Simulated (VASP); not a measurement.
Crystal: In2AsN.

```xyz
4
Lattice="4.0816 0.0000 0.0000 0.0000 4.0816 0.0000 0.0000 0.0000 5.2421" Properties=species:S:1:pos:R:3 pbc="T T T"
N     0.0000    0.0000    0.0000
In    0.0000    2.0408    4.2177
In    2.0408    0.0000    1.0244
As    2.0408    2.0408    2.6211
```

The cell was built by a generator and needn't be a form met in nature.

The cell isn't the ideal one: epitaxial_xy strain +3.9%.

Base run:

| Property | Result |
| --- | --- |
| Program | VASP 6.6.1 |
| Functional | r2SCAN |
| Potentials or basis | VASP PAW PBE potentials, release 64 (N, In_d, As) |
| Cutoff | 520 eV |
| k mesh | 6 × 6 × 6 |
| Occupations | fermi-dirac, width 0.02 eV |
| Spin | no spin polarisation |

Its results: band gap on the k mesh none (metal or under the smearing width); pressure -2.3 GPa; largest force 0.038 eV/Å.

Q: The run is repeated on the same cell with these changes: functional from r2SCAN to PBE; further incar settings from ALGO = Normal; EDIFF = 1e-07; NBANDS = 26 to ALGO = Normal; EDIFF = 1e-06; NBANDS = 26. What comes out?

A: Band gap on the k mesh none (metal or under the smearing width); pressure 0.5 GPa; largest force 0.009 eV/Å.

Caveats: the PAW data sets were made with another functional, which shifts forces and pressure a little (some runs).

Not every run made on this cell is shown here.
